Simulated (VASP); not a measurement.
Consider the following.

```xyz
5
Lattice="4.1617 0.0000 0.0000 0.0000 4.1617 0.0000 0.0000 0.0000 4.1617" Properties=species:S:1:pos:R:3 pbc="T T T"
Ba     0.0000     0.0000     0.0000
Hf     2.0808     2.0808     2.0808
O      2.0808     0.0000     2.0808
O      0.0000     2.0808     2.0808
O      2.0808     2.0808     0.0000
```

These are r2SCAN+rVV10, VASP's PBE PAW potentials (set 64) (plane waves; VASP 6.6.1) values and carry that method's errors. Numerical set-up: 520 eV cut-off, 5×5×5 Γ-centred mesh, Gaussian smearing of 0.050 eV, potentials Ba_sv Hf_pv O.

Task: Estimate the energy per atom (σ→0).

Result: 
energy per atom (σ→0): -21.429 eV/atom

The compound is BaHfO3 in the cubic perovskite structure. It was relaxed first.
